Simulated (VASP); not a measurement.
Method: r2SCAN+rVV10, VASP's PBE PAW potentials (set 64) (plane waves; VASP).

VASP input:

**KPOINTS**
```
Automatic mesh
0
Gamma
9 9 9
0 0 0
```

File KPOINTS_OPT:
```
k-points along high-symmetry lines
10
Line-mode
Reciprocal
  0.000000   0.000000   0.000000 ! GAMMA
 -0.500000  -0.500000   0.000000 ! X

 -0.500000  -0.500000   0.000000 ! X
 -0.375000  -0.375000   0.250000 ! U

 -0.375000  -0.000000   0.375000 ! K
  0.000000   0.000000   0.000000 ! GAMMA

  0.000000   0.000000   0.000000 ! GAMMA
 -0.000000  -0.000000   0.500000 ! L

 -0.000000  -0.000000   0.500000 ! L
 -0.500000  -0.250000   0.250000 ! W

 -0.500000  -0.250000   0.250000 ! W
 -0.500000  -0.500000   0.000000 ! X
```

INCAR:
```
SYSTEM = InP
PREC = Accurate; ENCUT = 520; LREAL = F
LASPH = T
EDIFF = 1E-7; NELM = 100; ALGO = Normal
LMAXMIX = 4; LMIXTAU = T
ISMEAR = -5
METAGGA = R2SCAN; LUSE_VDW = T; BPARAM = 11.95
CPARAM = 0.0093
ISIF = 2
LWAVE = F; LCHARG = F; LORBIT = 11
NEDOS = 601
```

### POSCAR
```
InP
1
    0.0000000000     2.9421878411     2.9421878411
    2.9421878411     0.0000000000     2.9421878411
    2.9421878411     2.9421878411     0.0000000000
In P
1 1
Direct
  0.0000000000   0.0000000000   0.0000000000
  0.2500000000   0.2500000000   0.2500000000
```

POTCAR, in this order: In_d P (PBE.64 set). Program: vasp_std.

Unless said otherwise, spin-orbit coupling is left out, though it shifts the bands of the heavy elements here.

**Question.** Predict the energy per atom (σ→0), band gap (over mesh and band path).

**Answer.** 
| Quantity | Result |
|---|---|
| energy per atom (σ→0) | -15906 meV/atom |
| band gap (over mesh and band path) | 1.07 eV |

### OSZICAR
```
...
DAV:  16    -0.318121079125E+02   -0.24204E-05   -0.61992E-06  1090   0.229E-02    0.796E-03
DAV:  17    -0.318121009094E+02    0.70031E-05   -0.11085E-06   965   0.120E-02    0.112E-02
DAV:  18    -0.318121178086E+02   -0.16899E-04   -0.13580E-05   930   0.545E-02    0.143E-02
DAV:  19    -0.318121200423E+02   -0.22337E-05   -0.98256E-07   910   0.152E-02    0.896E-03
DAV:  20    -0.318121200210E+02    0.21282E-07   -0.34583E-08   930   0.282E-03
   1 F= -.31812120E+02 E0= -.31812120E+02  d E =0.000000E+00
       N       E                     dE             ncg
       N       E                     dE             ncg
```

The compound is InP in the zinc blende structure. It was relaxed first.
